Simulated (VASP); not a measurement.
```xyz
6
Lattice="4.0350 0.0000 0.1450 0.0000 5.5852 0.0000 -0.9496 0.0000 5.4460" Properties=species:S:1:pos:R:3 pbc="T T T"
Ag    -0.6504     0.3983     5.2468
Ag     3.7357     3.1909     0.3442
Ag     3.4814     2.4831     3.1115
Ag    -0.3961     5.2757     2.4794
S      0.6092     4.1001     4.3072
S      2.4762     1.3075     1.2837
```

Calculation: PBEsol GGA, VASP's PBE PAW potentials (set 64) (plane waves; VASP). Run with 400 eV cut-off, 9×6×6 Γ-centred mesh, tetrahedra with Blöchl corrections, potentials Ag S.

The cores are frozen, which limits the accuracy of field gradients.

**Question.** Give the principal components of the electric field gradient (V/Å²) and the asymmetry η at each nucleus.

**Answer.** 
```json
[
 {"atom": "Ag1", "Vxx": "75.9", "Vyy": "50.1", "Vzz": "-126.1", "η": "0.20"},
 {"atom": "Ag2", "Vxx": "75.9", "Vyy": "50.1", "Vzz": "-126.1", "η": "0.20"},
 {"atom": "Ag3", "Vxx": "112.9", "Vyy": "52.4", "Vzz": "-165.3", "η": "0.37"},
 {"atom": "Ag4", "Vxx": "112.9", "Vyy": "52.4", "Vzz": "-165.3", "η": "0.37"},
 {"atom": "S5", "Vxx": "10.4", "Vyy": "4.1", "Vzz": "-14.5", "η": "0.43"},
 {"atom": "S6", "Vxx": "10.4", "Vyy": "4.1", "Vzz": "-14.5", "η": "0.43"}
]
```

The structure comes from a computed database's Ag2S entry (P2_1); how it stands against other phases isn't given here. It was relaxed first, which changed the volume by -9 %.
